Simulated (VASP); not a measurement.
Crystal: Hg3Pt.

```xyz
4
Lattice="-2.1022 2.1022 4.6325 2.1022 -2.1022 4.6325 2.1022 2.1022 -4.6325" Properties=species:S:1:pos:R:3 pbc="T T T"
Hg    0.0000    0.0000    4.6325
Hg    2.1022    0.0000    2.3163
Hg    0.0000    2.1022    2.3163
Pt    0.0000    0.0000    0.0000
```

The cell comes from a database or a generator and needn't be the stable form of this composition.

- Program: VASP 6.6.1
- Task: single point
- Functional: PBE
- Potentials or basis: VASP PAW PBE potentials, release 64 (Hg, Pt)
- Cutoff: 520 eV
- k mesh: 9 × 9 × 9
- Occupations: fermi-dirac, width 0.05 eV
- Spin: no spin polarisation

On this cell: pressure -0.3 GPa; largest force under 0.003 eV/Å; band gap on the k mesh none (metal or under the smearing width).

The same run follows on a disturbed copy (atoms moved at random, drawn with an rms of 0.05 Å):

```
Hg Pt
1.0
    -2.10218    2.10218    4.63253
     2.10218   -2.10218    4.63253
     2.10218    2.10218   -4.63253
Hg Pt
3 1
Direct
  0.50302 0.49935 0.00577
  0.25011 0.75328 0.49304
  0.75009 0.24380 0.49867
  0.99726 0.99158 0.99027
```

Problem. What changes?

Solution. The energy (extrapolated to zero smearing) moves by +2.0 meV/atom; pressure -0.2 GPa; largest force 0.187 eV/Å; band gap on the k mesh none (metal or under the smearing width).

Forces in eV/Å, atoms in the order of the input:
```
Hg  -0.103 -0.079  0.135
Hg  -0.009  0.127 -0.116
Hg   0.044 -0.107 -0.068
Pt   0.068  0.059  0.049
```

Stress tensor (GPa, compression positive):
```
 0.19  0.03  0.03
 0.03 -0.38  0.13
 0.03  0.13 -0.35
```
